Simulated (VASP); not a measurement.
A run of VASP 6.6.1:

File POSCAR:

```
SnPt
1.0
    4.1133972000      0.0000000000      0.0000000000
   -2.0566986000      3.5623041100      0.0000000000
    0.0000000000      0.0000000000      5.4571603600
Pt Sn
2 2
Direct
    0.0000000000      0.0000000000      0.0000000000
    0.0000000000      0.0000000000      0.5000000000
    0.3333000000      0.6667000000      0.2500000000
    0.6666000000      0.3333000000      0.7500000000
```

INCAR.step1

```
ALGO = Normal
EDIFF = 1E-4
ENCUT = 520
GGA = PE
ISMEAR = -5
LASPH = T
LCHARG = F
LMAXMIX = 4
LREAL = F
LWAVE = T
NELM = 80
PREC = Accurate
SIGMA = 0.1
```

The input INCAR.step2:

```
ALGO = Normal
EDIFF = 1E-6
ENCUT = 520
ISIF = 2
ISMEAR = -5
ISTART = 1
LASPH = T
LCHARG = F
LMAXMIX = 4
LMIXTAU = T
LORBIT = 11
LREAL = F
LWAVE = F
METAGGA = R2SCAN
NELM = 80
PREC = Accurate
SIGMA = 0.1
```

Contents of KPOINTS:

```
k-points
0
Gamma
  7 7 5
```

Potentials or basis: VASP PAW PBE potentials, release 64 (Pt, Sn_d).

The run is started by

```console
$ cat potpaw_PBE.64/Pt/POTCAR potpaw_PBE.64/Sn_d/POTCAR > POTCAR
$ cp INCAR.step1 INCAR
$ mpirun -np 1 vasp_std > vasp.out
$ cp INCAR.step2 INCAR
$ mpirun -np 1 vasp_std > vasp.out
```

Hardware: 1 thread of AMD EPYC 9R45 (Zen 5), with other jobs on the host.

Question: How long does it take, and how much memory?

Answer: Run time: 3.3 min on 1 thread of AMD EPYC 9R45 (Zen 5), with other jobs on the host, peak memory 0.24 GiB. Counts: scf iterations 8, k points 48.
